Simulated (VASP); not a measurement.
Given:

```yaml
crystal:
  lattice:
    - [4.07133, 0.00000, 0.00000]
    - [0.00000, 4.07133, 0.00000]
    - [0.00000, 0.00000, 4.07133]
  atoms:
    - { symbol: Sc, position: [0.00000, 0.00000, 0.00000] }
    - { symbol: Al, position: [0.00000, 0.50000, 0.50000] }
    - { symbol: Al, position: [0.50000, 0.00000, 0.50000] }
    - { symbol: Al, position: [0.50000, 0.50000, 0.00000] }
```

Computed with PBEsol GGA, VASP's PBE PAW potentials (set 64) (plane waves; VASP). Numerical set-up: PREC = Normal, EDIFF = 1E-5, 400 eV cut-off, 10×10×10 Γ-centred mesh, first-order Methfessel-Paxton smearing of 0.10 eV, potentials Sc_sv Al.

Q: Estimate the energy per atom (σ→0), band gap (on the k-mesh) with the smallest direct gap where there is one.

A: 
| Quantity | Value |
|---|---|
| band gap (on the k-mesh) | none (metal, semimetal or under 0.01 eV) |
| energy per atom (σ→0) | -5.191 eV/atom |

Only differences to runs with the same potentials and settings are physical.

The compound is Al3Sc in the L1_2 structure. It was relaxed first.
